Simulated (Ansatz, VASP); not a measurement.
**RbLaSn: VASP beside Ansatz**

```
Rb La Sn
1.0
     5.03581    0.00000    0.00000
    -2.51790    4.36114    0.00000
     0.00000    0.00000    4.88738
Rb La Sn
1 1 1
Direct
  0.00000 0.00000 0.00000
  0.33333 0.66667 0.50000
  0.66667 0.33333 0.50000
```

Change from the starting cell: species swapped into the DyCuSi type (P-6m2, No. 187).

Alike in both runs: task single point; functional PBE; k mesh 6 × 6 × 4; occupations gaussian, width 0.1 eV; no spin polarisation.

|  | VASP | Ansatz |
| --- | --- | --- |
| version | VASP 6.6.1 | Ansatz 0.2.0 |
| potentials or method | VASP PAW PBE potentials, release 64 (Rb_sv, La, Sn_d) | scalar-relativistic, plane waves, PAW |
| plane-wave cutoff (eV) | 520 | 420 |
| valence electrons in the cell | 34 | 34 |

|  | VASP | Ansatz | Ansatz less VASP |
| --- | --- | --- | --- |
| gap on the k mesh at the Fermi level (eV) | none | none | - |
| pressure (GPa) | 8.6 | 8.7 | +0.04 |
| largest component of the traceless stress (GPa) | 5.05 | 5.06 | +0.013 |

A gap of «none» marks a metal or a gap that the smearing closes. With one functional, cell and mesh, what is left measures potentials, basis and numerics.

Spin-orbit coupling is left out, which matters for the levels of La.
